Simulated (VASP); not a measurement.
A run of VASP 6.6.1 is set up as follows.

INCAR

```
SYSTEM = Hf3TaN4
PREC = Accurate
ENCUT = 600
EDIFF = 1E-6
ISMEAR = -1
SIGMA = 0.1
LREAL = .FALSE.
LASPH = .TRUE.
NELM = 100
ALGO = Normal
ISIF = 3
LWAVE = .FALSE.
LCHARG = .FALSE.
GGA = PE
IBRION = 2
NSW = 60
EDIFFG = -0.02
```

KPOINTS

```
regular mesh
0
G
  5 5 5
  0 0 0
```

The input POSCAR:

```
Hf3TaN4
1.0
    4.4725000000      0.0000000000      0.0000000000
    0.0000000000      4.4725000000      0.0000000000
    0.0000000000      0.0000000000      4.4725000000
Ta Hf N
1 3 4
Direct
    0.0000000000      0.0000000000      0.0000000000
    0.0000000000      0.5000000000      0.5000000000
    0.5000000000      0.0000000000      0.5000000000
    0.5000000000      0.5000000000      0.0000000000
    0.5000000000      0.5000000000      0.5000000000
    0.0000000000      0.0000000000      0.5000000000
    0.0000000000      0.5000000000      0.0000000000
    0.5000000000      0.0000000000      0.0000000000
```

Potentials or basis: VASP PAW PBE potentials, release 64 (Ta_pv, Hf_pv, N).

The run is started by

```console
$ cat potpaw_PBE.64/Ta_pv/POTCAR potpaw_PBE.64/Hf_pv/POTCAR potpaw_PBE.64/N/POTCAR > POTCAR
$ mpirun -np 1 vasp_std > vasp.out
```

Task: Predict the band gap on the k mesh.

Result: None (metal or under the smearing width).

Task: Predict the relaxed cell.

Result: a = 4.507 Å, b = 4.507 Å, c = 4.507 Å, α = 90.00°, β = 90.00°, γ = 90.00°.

Task: Estimate the space group after relaxing (to 0.05 Å).

Result: Pm-3m (No. 221).

Task: Estimate the relaxed volume.

Result: 11.44 Å³/atom.

Step by step:
| step | energy change (eV) | largest force (eV/Å) | pressure (GPa) | volume (Å³) |
| --- | --- | --- | --- | --- |
| 1 | 0.0000 | 0.0000 | 6.69 | 89.46 |
| 2 | 0.1102 | 0.0000 | -11.30 | 95.65 |
| 3 | -0.0417 | 0.0000 | -0.09 | 91.54 |

Spin-orbit coupling is left out, which matters for the levels of Hf, Ta.
